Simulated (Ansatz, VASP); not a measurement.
## NbGa2 (NbGa2 in the AlB2 type): VASP beside Ansatz

One calculation is typed for both programs; each brings its own data sets. How far apart do they land? The cell is generated by rule, not measured, and may not be a known phase. Of the first pair: The two relaxations start from unlike cells of this crystal (the structure described is Ansatz's start), so only their ends are compared.

Calculated with Ansatz 0.2.0; plane waves, with VASP 6.6.1 beside it; relaxation of cell and atoms at PBEsol and zone-centre phonons at PBEsol.

## 1. The starting structure

It takes space group P6/mmm (No. 191, hexagonal). The conventional cell has a = 3.976 Å, b = 3.976 Å, c = 4.175 Å, α = 90.00°, β = 90.00°, γ = 120.00°. Nearest to Nb lie 12 Ga at 3.10 Å. Ga has 3 Ga at 2.30 Å and 6 Nb at 3.10 Å nearest. Farther neighbours are not listed.

## 2. Ansatz: relaxation of cell and atoms, PBEsol, pair 1

Ansatz runs on its PAW soft_1 files.

The relaxed volume is the usual yardstick between codes: in a stiff, nearly cubic crystal its relative difference is about their pressure difference at one cell divided by the bulk modulus.

The input, input.yaml:

```yaml
crystal:
  lattice:
    - [3.9763, 0.0, 0.0]
    - [-1.98815, 3.44358, 0.0]
    - [0.0, 0.0, 4.17511]
  atoms:
    - { symbol: Nb, position: [0.0, 0.0, 0.0] }
    - { symbol: Ga, position: [0.33333333, 0.66666667, 0.5] }
    - { symbol: Ga, position: [0.66666667, 0.33333333, 0.5] }
kpoints:
  mp_grid: { grid: [6, 6, 6] }
hamiltonian:
  xc: pbesol
  pseudopotentials: { kind: paw, azcp: { folder: soft_1 }, xc_functional: pbe }
scf:
  occupations: { method: gaussian, width: 0.1 }
output:
  forces: true
  stress: true
  eigenvalues: true
relax:
  adjacent_minimum: "off"
  f_tol: 0.05
  max_steps: 80
  cell: { stress_tol: 0.5 }
```

Started as:

```sh
$ ansatz run input.yaml --threads 4 --pin off --max-ram 12288MiB --backend cpu --events-out ev --progress --plain --runs-dir out
```

Numbers of over 12 decimals in the logs are rounded to 6 here.

Output:

```text
The last accepted step is kept in <dir> (removed where the run ends without a failure and the disk answers)
Engine: ansatz 0.2.0, aarch64-unknown-linux-gnu
Pseudopotentials: kind: paw
Pseudopotential: Nb, paw, valence charge 13, recommended cutoff 420 eV (normal), soft_1/Nb.paw.azcp
Pseudopotential: Ga, paw, valence charge 13, recommended cutoff 420 eV (normal), soft_1/Ga.paw.azcp
Functional definition: PBEsol
  exchange = pbesol_x
  correlation = pbesol_c
Crystal: 3 atoms, lattice volume = 57.169 Å³
Basis set: ecut = 420 eV, 1117 PW (Γ), exchange–correlation on 54×54×60 points (8 copies of the dense FFT grid, shifted against one another)
Bands: 24, of which v1, the nominal top of the filled ones, is band 20 counted from 1 (19 counted from 0)
Symmetry: 24 space group operations
Space group: P6/mmm (ITA 191), of the structure as read, at distance tolerance 3.9e-5 Å
k-points: 28 of 216
Non-local potential: Nb, projectors of the file, l = 0: 3, l = 1: 2, l = 2: 2, l = 3: 1
Non-local potential: Ga, projectors of the file, l = 0: 2, l = 1: 2, l = 2: 3, l = 3: 1
PAW form: soft (Blöchl's): semilocal exchange-correlation on the pseudo side does not see the compensation charge
PAW frozen core: Nb, regenerated for the run's functional, and the local potential with it (the file was generated under x = pbe(κ = 0.804, μ = 0.219515), c = pbe(β = 0.066725))
PAW frozen core: Ga, regenerated for the run's functional, and the local potential with it (the file was generated under x = pbe(κ = 0.804, μ = 0.219515), c = pbe(β = 0.066725))
PAW one-centre angular grid: Nb, 590 points (default); XC on 64 Gauss nodes
PAW one-centre angular grid: Ga, 590 points (default); XC on 64 Gauss nodes
Initial density: superposition of atomic densities (chi_scale 0.1, normalization cell, long waves kept (reshape's long-wave potential 0.00 eV rms))
Initial wavefunctions: pseudopotential atomic-orbital guess
Functional: x = pbesol(κ = 0.804, μ = 0.123457), c = pbesol(β = 0.046)
SCF iter   1: F=—  HF=-11981.799670 eV  |F-HF|=—  |Δ(HF+E_count)|=         —  Δρ=6.51e-2  dr2=4.57e0  ethr=3.10e-3  ⟨swp⟩=5.6  Hψ=2862  notcnv=0
preconditioner: auto → Kerker (q_TF=auto, 2.560 Å⁻¹)  [metal: Δε(μ)=0.045 eV  Ē_g=12.977 eV  σ=0.100 eV  W_gap=0.24  n_scr=20 (ndim 8)  ℏωp=27.3 eV  f_vac=0.000  D(μ)=3.50/eV (n_scr^D=28)]
SCF iter   2: F=—  HF=-11980.898218 eV  |F-HF|=—  |Δ(HF+E_count)|=   9.01e-1  Δρ=2.97e-2  dr2=6.07e-1  ethr=3.10e-3  ⟨swp⟩=2.3  Hψ=1463  notcnv=0  defer=6
SCF iter   3: F=—  HF=-11980.817095 eV  |F-HF|=—  |Δ(HF+E_count)|=   8.11e-2  Δρ=1.03e-2  dr2=3.84e-2  ethr=1.56e-3  ⟨swp⟩=2.1  Hψ=896  notcnv=0  defer=6
SCF iter   4: F=—  HF=-11980.815946 eV  |F-HF|=—  |Δ(HF+E_count)|=   1.15e-3  Δρ=6.37e-3  dr2=1.01e-2  ethr=9.85e-5  ⟨swp⟩=2.1  Hψ=1429  notcnv=0  defer=4
SCF iter   5: F=—  HF=-11980.814119 eV  |F-HF|=—  |Δ(HF+E_count)|=   1.83e-3  Δρ=8.30e-4  dr2=3.06e-4  ethr=2.60e-5  ⟨swp⟩=2.0  Hψ=1009  notcnv=0  defer=4
SCF iter   6: F=—  HF=-11980.814179 eV  |F-HF|=—  |Δ(HF+E_count)|=   6.02e-5  Δρ=2.62e-4  dr2=6.09e-5  ethr=7.86e-7  ⟨swp⟩=2.0  Hψ=1192  notcnv=0  defer=4
SCF iter   7: F=—  HF=-11980.814170 eV  |F-HF|=—  |Δ(HF+E_count)|=   9.03e-6  Δρ=7.15e-5  dr2=4.08e-6  ethr=1.56e-7  ⟨swp⟩=2.0  Hψ=754  notcnv=0  defer=4
SCF iter   8: F=—  HF=-11980.814169 eV  |F-HF|=—  |Δ(HF+E_count)|=   8.25e-7  Δρ=1.58e-5  dr2=1.96e-7  ethr=1.05e-8  ⟨swp⟩=2.0  Hψ=803  notcnv=0  defer=4
SCF iter   9: F=-11980.814169 eV  HF=-11980.814169 eV  |F-HF|=8.53e-9  |Δ(HF+E_count)|=   3.48e-9  Δρ=7.03e-6  dr2=2.40e-8  ethr=2.56e-10  ⟨swp⟩=4.8  Hψ=2353  notcnv=0
SCF 1 converged in 9 iterations: F = -11980.814169 eV  dr2 = 2.40e-8
  greatest PAW one-centre occupation: 0.997 electrons in one spin orbital (limit 2), on the Nb atom at site 0 (counted from 0), in its partial waves of l = 0
relax step   1: F+E_penalty+E_count = -11980.81416911 eV  Δ(F+E_penalty+E_count) = +0.000e0 eV  max|allowed force component| = 2.005e-17 eV/Å  Δτ_max = 0.0000 Å  P = -11.255 GPa  Ω = 57.169 Å³  (9 SCF iters, dr2 threshold 1.00e-7 eV, accepted)
[...]
relax step   5: F+E_penalty+E_count = -11982.03341602 eV  Δ(F+E_penalty+E_count) = -1.379e-1 eV  max|allowed force component| = 1.850e-17 eV/Å  Δτ_max = 0.0000 Å  P = +0.650 GPa  Ω = 47.350 Å³  energy of the carried Pulay correction = +1.702e-3 eV  (7 SCF iters, dr2 threshold 3.00e-7 eV, accepted)
[...]
relax step   6: F+E_penalty+E_count = -11982.05377915 eV  Δ(F+E_penalty+E_count) = -2.036e-2 eV  max|allowed force component| = 6.939e-18 eV/Å  Δτ_max = 0.0000 Å  P = +0.961 GPa  Ω = 46.972 Å³  energy of the carried Pulay correction = +1.765e-3 eV  (7 SCF iters, dr2 threshold 3.00e-7 eV, accepted)
[...]
relax step   7: F+E_penalty+E_count = -11982.05467006 eV  Δ(F+E_penalty+E_count) = -8.909e-4 eV  max|allowed force component| = 3.238e-17 eV/Å  Δτ_max = 0.0000 Å  P = -0.047 GPa  Ω = 47.297 Å³  energy of the carried Pulay correction = +1.701e-3 eV  (4 SCF iters, dr2 threshold 3.00e-7 eV, accepted)
[...]
relax step   8: F+E_penalty+E_count = -11982.05368598 eV  Δ(F+E_penalty+E_count) = +9.841e-4 eV  max|allowed force component| = 2.776e-17 eV/Å  Δτ_max = 0.0000 Å  P = -0.060 GPa  Ω = 47.297 Å³  stress off target by 1.11e-1 GPa  SCF on the basis re-selected at this cell (its energy is not comparable with the rows above)  (6 SCF iters)
basis re-selected at this cell: Δ(F+E_penalty+E_count) = +9.841e-4 eV, ΔP = -0.013 GPa vs the last step (what re-selecting the basis moved, of the pressure what is left beyond the Pulay correction that the steps carried, after the strain that the cell walked since its last selection, with what the two solves' SCF thresholds leave and, on support functions, any second-order correction that the steps lacked; it is no measure of the basis error at this ecutwfc). The dense FFT grid was sized anew with the basis: this SCF ran on 30×30×24 points, the steps before it on 27×27×30, so part of this shift can come from that change (see relax.cell in the input reference). [rest of the remark cut]
SCF converged after 6 iterations
Free energy (F): -11982.053686 eV
Harris-Foulkes:  -11982.053686 eV  (|F-HF|=6.18e-11)
Internal energy: -11982.039476 eV  (E = F + TS)
E sigma→0 (E₀):  -11982.046581 eV
Entropy (-TS):   -0.014210 eV (-4.737 meV/atom)
Fermi energy:    15.551273 eV
--- Per-component energies (eV) ---
  E_band       = -50.856249
  E_kinetic    = 599.454742
  E_local      = -2929.512651  (includes V_loc(G=0)·N_el)
  E_nonlocal   = -85.265082
  E_hartree    = 1806.888436
  E_xc         = -292.192268
  E_vxc        = -314.794785  (∫ρ·V_xc dr)
  E_paw        = -6931.450589  (= ΣΔE_a)
  E_vpaw       = -934.515231  (= ΣTr[D̂ρ^β])
  E_aug_tail   = -0.000328  (compensation charges beyond the density's cutoff)
  E_ewald      = -4151.876404
  E_core_change = 1.914668  (= ΣΔE_core)
  E_smearing   = -0.014210  (= −TS)
  E_closure    = -0.000000  (closes the sum)
  Σ components = -11982.053686   (vs F -11982.053686, Δ=0.00e0)
--- Forces (eV/Å), atoms counted from 1 ---
  atom   1  Nb    -0.00000000    -0.00000000     0.00000000
  atom   2  Ga     0.00000000    -0.00000000     0.00000000
  atom   3  Ga     0.00000000     0.00000000     0.00000000
  max |Σ_I F_I| component: 6.94e-18 eV/Å
--- Stress (GPa, compression-positive) ---
       -0.033917       0.000000       0.000000
        0.000000      -0.033917       0.000000
        0.000000       0.000000      -0.110854
  P = ⅓ Tr σ = -0.0596 GPa (-0.596 kbar)
--- Band table (eV; the first three rows and the last of 28) ---
  k-point 0: bands = [... 16 lower, 11.9710, 13.1681, 15.2594, 16.5082, 16.5082, 17.5821, 18.0492, 18.0492]
  k-point 1: bands = [... 16 lower, 12.3606, 12.9166, 15.1354, 15.1354, 15.6123, 16.2968, 19.4258, 19.4258]
  k-point 2: bands = [... 16 lower, 13.4744, 13.4744, 13.8900, 13.8900, 16.6963, 17.2945, 17.4810, 17.4810]
  k-point 27: bands = [... 16 lower, 12.1714, 12.2109, 12.2109, 16.1390, 17.4813, 17.4813, 17.6715, 17.6715]
--- Relaxed structure (7 steps of the walk, 7 accepted, 1 SCFs on fresh bases) ---
  F+E_penalty+E_count = -11982.05368598 eV   max|allowed force component| = 2.776e-17 eV/Å   (the final SCF, on the basis selected at the relaxed cell)
  cell:  # Å, volume = 47.2975 Å³
    - [4.108340, 0, 0.0]
    - [-2.054170, 3.557926, 0.0]
    - [0.0, 0.0, 3.235749]
  atoms:
    - { symbol: Nb, position: [0, 0, 0.0] }
    - { symbol: Ga, position: [0.333333, 0.666667, 0.500000] }
    - { symbol: Ga, position: [0.666667, 0.333333, 0.500000] }
```

Reading the cycles: dr2 is the Hartree energy of the density residual (eV), the measure of convergence; HF is the Harris–Foulkes estimate of the energy, which meets the free energy F at convergence.

## 3. VASP: relaxation of cell and atoms, PBEsol, pair 1

Its own start cell and the same functional, mesh and smearing now go to VASP, with its own data sets.

Lines of VASP's logs that name or quote its potential files are left out, and so is its time.

The input, INCAR:

```
SYSTEM = NbGa2
PREC = Accurate
ENCUT = 500
EDIFF = 1E-07
NELM = 120
ISMEAR = 0
SIGMA = 0.1
LREAL = .FALSE.
ALGO = Normal
GGA = PS
NBANDS = 25
LASPH = .TRUE.
LORBIT = 11
LWAVE = .FALSE.
LCHARG = .FALSE.
ISIF = 3
IBRION = 2
NSW = 80
EDIFFG = -0.005
GGA_COMPAT = .FALSE.
NELMIN = 4
KPAR = 2
```

The input, POSCAR:

```
NbGa2
1.0
    4.1110889675      0.0000000000      0.0000000000
   -2.0555444837      3.5603068867      0.0000000000
    0.0000000000      0.0000000000      3.2303427244
Nb Ga
1 2
Direct
    0.0000000000      0.0000000000      0.0000000000
    0.3333333817      0.6666667635      0.5000000000
    0.6666666183      0.3333332365      0.5000000000
```

The input, KPOINTS:

```
Automatic mesh
0
Gamma
6 6 6
0 0 0
```

Potentials, in the order of the species: Nb_sv and Ga_d (PBE family, release 64).

Started as:

```sh
$ mpirun -np 2 vasp_std
```

Output:

```text
[banner, memory and clock lines left out]
running    2 mpi-ranks, on    1 nodes
 distrk:  each k-point on    1 cores,    2 groups
 distr:  one band on    1 cores,    1 groups

 POSCAR found type information on POSCAR NbGa
 POSCAR found :  2 types and       3 ions
|                                                                             |
|               ----> ADVICE to this user running VASP <----                  |
|                                                                             |
|     You enforced a specific xc type in the INCAR file but a different       |
|     [... a line on the potential file left out ...]
|     I HOPE YOU KNOW WHAT YOU ARE DOING!                                     |
|                                                                             |

 LDA part: xc-table for (Slater+PW92), standard interpolation
 POSCAR, INCAR and KPOINTS ok, starting setup
 FFT: planning ... GRIDC
 FFT: planning ... GRID_SOFT
 FFT: planning ... GRID
 WAVECAR not read
 entering main loop
       N       E                     dE             d eps       ncg     rms          rms(c)
DAV:   1     0.330474070248E+03    0.33047E+03   -0.19532E+04  1472   0.275E+03
DAV:   2     0.173906775129E+02   -0.31308E+03   -0.30769E+03  1448   0.568E+02
DAV:   3    -0.170672778648E+02   -0.34458E+02   -0.33874E+02  1798   0.163E+02
DAV:   4    -0.187897851330E+02   -0.17225E+01   -0.17025E+01  2398   0.328E+01
DAV:   5    -0.188392442531E+02   -0.49459E-01   -0.49361E-01  1865   0.418E+00    0.727E+00
DAV:   6    -0.178929957700E+02    0.94625E+00   -0.47658E+00  2114   0.132E+01    0.188E+00
DAV:   7    -0.178249834653E+02    0.68012E-01   -0.35475E-01  2234   0.625E+00    0.120E+00
DAV:   8    -0.178026086645E+02    0.22375E-01   -0.43947E-02  2054   0.168E+00    0.348E-01
DAV:   9    -0.178004428729E+02    0.21658E-02   -0.60894E-03  2015   0.868E-01    0.728E-02
DAV:  10    -0.178004584037E+02   -0.15531E-04   -0.31236E-04  2253   0.143E-01    0.347E-02
DAV:  11    -0.178004544510E+02    0.39527E-05   -0.43870E-05  1848   0.477E-02    0.101E-02
DAV:  12    -0.178004541846E+02    0.26650E-06   -0.10193E-05  1998   0.269E-02    0.144E-03
DAV:  13    -0.178004540917E+02    0.92827E-07   -0.67755E-07  1711   0.758E-03
   1 F= -.17800454E+02 E0= -.17793035E+02  d E =-.178005E+02
 curvature:   0.00 expect dE= 0.000E+00 dE for cont linesearch  0.000E+00
 trial: gam= 0.00000 g(F)=  0.992E-42 g(S)=  0.570E-05 ort = 0.000E+00 (trialstep = 0.100E+01)
 search vector abs. value=  0.570E-05
 bond charge predicted
       N       E                     dE             d eps       ncg     rms          rms(c)
DAV:   1    -0.178005100011E+02   -0.55817E-04   -0.12759E-03  1628   0.422E-01    0.468E-02
DAV:   2    -0.178004679405E+02    0.42061E-04   -0.13952E-04  1872   0.161E-01    0.220E-02
DAV:   3    -0.178004559497E+02    0.11991E-04   -0.32510E-05  2333   0.583E-02    0.775E-03
DAV:   4    -0.178004557270E+02    0.22263E-06   -0.32212E-06  1777   0.151E-02    0.484E-03
DAV:   5    -0.178004557585E+02   -0.31501E-07   -0.39905E-07  1884   0.677E-03
   2 F= -.17800456E+02 E0= -.17793006E+02  d E =-.166682E-05
 trial-energy change:   -0.000002  1 .order   -0.000000   -0.000006    0.000005
 step:   0.6912(harm=  0.5418)  dis= 0.00000  next Energy=   -17.800456 (dE=-0.237E-05)
 bond charge predicted
       N       E                     dE             d eps       ncg     rms          rms(c)
DAV:   1    -0.178004612658E+02   -0.55388E-05   -0.12016E-04  1633   0.129E-01    0.148E-02
DAV:   2    -0.178004573474E+02    0.39184E-05   -0.13767E-05  1870   0.497E-02    0.685E-03
DAV:   3    -0.178004562342E+02    0.11133E-05   -0.27860E-06  2262   0.177E-02    0.212E-03
DAV:   4    -0.178004560736E+02    0.16055E-06   -0.33066E-07  1483   0.521E-03    0.106E-03
DAV:   5    -0.178004560119E+02    0.61666E-07   -0.47458E-08   818   0.200E-03
   3 F= -.17800456E+02 E0= -.17793015E+02  d E =-.192021E-05
 curvature:  -0.24 expect dE=-0.851E-06 dE for cont linesearch -0.178E-06
 trial: gam= 0.25745 g(F)=  0.216E-41 g(S)=  0.352E-05 ort = 0.205E-05 (trialstep = 0.938E+00)
 search vector abs. value=  0.495E-05
 reached required accuracy - stopping structural energy minimisation
```

From OUTCAR (step 3):

```text
ion  position               nearest neighbor table
   1  0.000  0.000  0.000-   2 2.87   3 2.87   2 2.87   3 2.87   3 2.87   3 2.87   2 2.87   2 2.87
                             3 2.87   3 2.87   2 2.87   2 2.87
   2  0.333  0.667  0.500-   3 2.37   3 2.37   3 2.37   1 2.87   1 2.87   1 2.87   1 2.87   1 2.87
                             1 2.87
   3  0.667  0.333  0.500-   2 2.37   2 2.37   2 2.37   1 2.87   1 2.87   1 2.87   1 2.87   1 2.87
                             1 2.87

  LATTYP: Found a hexagonal cell.
 ALAT       =     4.1110889675
 C/A-ratio  =     0.7857632734

 Subroutine GETGRP returns: Found 24 space group operations
 (whereof 24 operations were pure point group operations)

The static configuration has the point symmetry D_6h.

 Found     28 irreducible k-points:

   k-points           NKPTS =     28   k-points in BZ     NKDIM =     28   number of bands    NBANDS=     25

   dimension x,y,z NGX =    30 NGY =   30 NGZ =   24
   dimension x,y,z NGXF=    60 NGYF=   60 NGZF=   48

   ENCUT  =  500.0 eV  36.75 Ry    6.06 a.u.   7.50  7.50  5.89*2*pi/ulx,y,z

   NELECT =      39.0000    total number of electrons

 k-points in reciprocal lattice and weights: Automatic mesh
   0.00000000  0.00000000  0.00000000       0.005
   0.16666667  0.00000000  0.00000000       0.028
   0.33333333  0.00000000  0.00000000       0.028
   0.50000000  0.00000000  0.00000000       0.014
   0.16666667  0.16666667  0.00000000       0.028
   0.33333333  0.16666667  0.00000000       0.056
   0.33333333  0.33333333  0.00000000       0.009
   0.00000000  0.00000000  0.16666667       0.009
   0.16666667  0.00000000  0.16666667       0.056
[...]
0.33333333  0.16666667  0.50000000       0.056
   0.33333333  0.33333333  0.50000000       0.009

 average (electrostatic) potential at core
       1 -79.1228       2 -60.9924       3 -60.9924

 E-fermi :   9.7450

 k-point     1 :       0.0000    0.0000    0.0000
  band No.  band energies     occupation
    ...
     15      -2.2083      2.00000
     16       6.1557      2.00000
     17       6.1557      2.00000
     18       7.3621      2.00000
     19       9.4267      1.99999
     20      10.7197      0.00000
     21      10.7197      0.00000
     22      11.8238      0.00000
     23      12.2345      0.00000
     24      12.2345      0.00000
    ...

 k-point     2 :       0.1667    0.0000    0.0000
  band No.  band energies     occupation
    ...
     14      -5.5250      2.00000
     15      -1.8480      2.00000
     16       4.8420      2.00000
     17       6.2934      2.00000
     18       7.2751      2.00000
     19       9.9407      0.00564
     20      10.6894      0.00000
     21      10.8410      0.00000
     22      11.1157      0.00000
     23      11.2855      0.00000
    ...

 k-point     3 :       0.3333    0.0000    0.0000
  band No.  band energies     occupation
    ...
     15      -0.8017      2.00000
     16       2.8282      2.00000
     17       6.6097      2.00000
     18       6.8685      2.00000
     19       9.3034      2.00000
     20       9.9595      0.00242
     21      10.2013      0.00000
     22      10.6303      0.00000
     23      13.3514      0.00000
     24      14.8996      0.00000
    ...

  Total        0.0092330      0.0092330     -0.0069386      0.0000000      0.0000000      0.0000000
  in kB        0.3129340      0.3129339     -0.2351709      0.0000000      0.0000000      0.0000000
  external PRESSURE =       0.1302323 kB  Pullay stress =       0.0000000 kB

  energy-cutoff  :      500.00
  volume of cell :       47.27
      direct lattice vectors                 reciprocal lattice vectors
     4.111081083 -0.000000000  0.000000000     0.243245020  0.140437601 -0.000000000
    -2.055540542  3.560300059 -0.000000000     0.000000000  0.280875203 -0.000000000
    -0.000000000  0.000000000  3.229666863     0.000000000  0.000000000  0.309629458

 POSITION                                       TOTAL-FORCE (eV/Angst)
 -----------------------------------------------------------------------------------
      0.00000     -0.00000      0.00000         0.000000      0.000000      0.000000
     -0.00000      2.37353      1.61483        -0.000000      0.000000      0.000000
      2.05554      1.18677      1.61483         0.000000     -0.000000      0.000000
 -----------------------------------------------------------------------------------
    total drift:                                0.000000     -0.000000     -0.000000

  FREE ENERGIE OF THE ION-ELECTRON SYSTEM (eV)
  ---------------------------------------------------
  free  energy   TOTEN  =       -17.8004560119 eV

  energy  without entropy=      -17.7855734886  energy(sigma->0) =      -17.79301475

 reached required accuracy - stopping structural energy minimisation

 total charge
# of ion       s       p       d       tot
------------------------------------------
    1        2.124   5.967   2.571  10.662
    2        0.869   0.985  10.013  11.867
    3        0.869   0.985  10.013  11.867
--------------------------------------------------
tot          3.862   7.937  22.597  34.396

[... 3 further parts left out ...]
```

CONTCAR:

```
NbGa2
   1.00000000000000
     4.1110810831286013   -0.0000000000000001    0.0000000000000000
    -2.0555405415143007    3.5603000586375071   -0.0000000000000000
    -0.0000000000000000    0.0000000000000000    3.2296668633057153
  Nb              Ga
     1     2
Direct
     0.0000000000000000    0.0000000000000000    0.0000000000000000
     0.3333333817000010    0.6666667634999968    0.5000000000000000
     0.6666666182999990    0.3333332365000032    0.5000000000000000
```

The k-mesh is coarse for a metal.

## 4. Differences

Known differences besides the potentials themselves: the cutoff is 420 eV in Ansatz and 500 eV in VASP; Ansatz makes its cores anew for this functional, VASP keeps those of its PBE data sets; Ansatz adds a Pulay correction to the stress that steers its cell, VASP none. Total energies have different zeros and are not compared.

Both answers:

| quantity | Ansatz | VASP | difference |
| --- | --- | --- | --- |
| volume (Å³) | 47.30 | 47.27 | +0.05 % |
| edge a after relaxation, in the typed setting (Å) | 4.108 | 4.111 | -0.07 % |
| edge c after relaxation, in the typed setting (Å) | 3.236 | 3.230 | +0.19 % |

[end of part 1 of 2]

[Lines on the potential files, build, host, timing and source positions are cut from VASP's logs without a mark.]

[Logs are printed without paths, hosts, clocks, repeated set-up lines and the standing remarks that a program may print on its own settings, such as how far it seeks lower states.]

[Hosts, paths, dates, database ids (printed as entryN), source tags and the programs' standing remarks are cut or masked in the printed files.]
